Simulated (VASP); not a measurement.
```xyz
1
Lattice="2.3170 0.0000 0.0000 0.0000 2.3170 0.0000 0.0000 0.0000 2.3170" Properties=species:S:1:pos:R:3 pbc="T T T"
Co     0.0000     0.0000     0.0000
```
Starting moments (μB, in the order of the record's atoms Co): 3.0.

The base run (VASP): PBE GGA, plane waves, VASP's PBE PAW potentials (set 64). Numerical set-up: 400 eV cut-off, 14×14×14 Γ-centred mesh, first-order Methfessel-Paxton smearing of 0.10 eV, potentials Co.

One setting is varied; ΔE counts from the base run. The base run took about 20 core-seconds. Times come from single runs on busy shared machines, so they are rough: good to a factor of about 2.

```tsv
setting	cost over the base run	electronic steps	ΔE (meV/atom)
base run	reference	13	0.0
AMIX = 0.6, BMIX = 0.0001, IMIX = 4	within a factor of 2	15	0.0
AMIX = 1.0, BMIX = 1.0, IMIX = 4	within a factor of 2	19	0.0
AMIX = 0.05, BMIX = 1.0, IMIX = 1	___	___	0.0
```

What belongs in the gaps?

- AMIX = 0.05, BMIX = 1.0, IMIX = 1, cost over the base run: about 6 times
- AMIX = 0.05, BMIX = 1.0, IMIX = 1, electronic steps: 90

Left out are runs that failed, have no time on record or changed the cell.

The structure was generated: Co was put into the simple-cubic type (Pm-3m), which need not be its known phase. The cell was not relaxed at this level.
